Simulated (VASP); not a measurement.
```xyz
2
Lattice="1.7973 -3.1129 0.0000 1.7973 3.1129 0.0000 0.0000 0.0000 5.5775" Properties=species:S:1:pos:R:3 pbc="T T T"
Tm     1.7973     1.0376     1.3944
Tm     1.7973    -1.0376     4.1831
```

These are PBE GGA, VASP's PBE PAW potentials (set 64) (plane waves; VASP 6.6.1) values and carry that method's errors. Settings: 480 eV cut-off, 12×12×6 Γ-centred mesh, first-order Methfessel-Paxton smearing of 0.10 eV, potentials Tm_3.

The 4f electrons are frozen in the core of the lanthanide potential, so 4f levels, which can set the real gap, and their magnetism are missing.

Q: Predict the energy per atom (σ→0), pressure, band gap (on the k-mesh) with the smallest direct gap where there is one.

A: 
```json
{
 "band gap (on the k-mesh)": "none (metal, semimetal or under 0.01 eV)",
 "energy per atom (σ→0)": "-4.475 eV/atom",
 "pressure": "-1.25 GPa"
}
```

Total energies compare only between runs with the same potentials, cut-off and functional.

The compound is Tm in the hcp structure. This cell was strained or had an atom moved on purpose.
